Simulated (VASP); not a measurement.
## ScZn: single point with LDA

The system is ScZn.

```xyz
2
Lattice="3.2582 0.0000 0.0000 0.0000 3.2582 0.0000 0.0000 0.0000 3.2582" Properties=species:S:1:pos:R:3 pbc="T T T"
Sc    0.0000    0.0000    0.0000
Zn    1.6291    1.6291    1.6291
```

* Program: VASP 6.6.1
* Task: single point
* Functional: LDA
* Potentials or basis: VASP PAW LDA potentials, release 64 (Sc_sv, Zn)
* Cutoff: 520 eV
* k mesh: 7 × 7 × 7
* Occupations: fermi-dirac, width 0.15 eV
* Spin: no spin polarisation
* Dipole correction: no
* Further INCAR settings: ALGO = Normal; EDIFF = 1e-06; NBANDS = 18

The pressure is 0.2 GPa and the band gap on the k mesh is none (metal or under the smearing width).

Levels at points of the mesh, in eV from the Fermi level:
| k point | band 8 | band 9 | band 10 | band 11 | band 12 | band 13 | band 14 | band 15 |
| --- | --- | --- | --- | --- | --- | --- | --- | --- |
| (0.00, 0.00, 0.00) | -7.06 | -7.06 | -7.06 | 0.09 | 0.09 | 3.22 | 3.22 | 3.22 |

It took 5.8 s on 1 thread of Intel(R) Xeon(R) Platinum 8488C (Sapphire Rapids), on a shared host, peak memory 0.13 GiB.
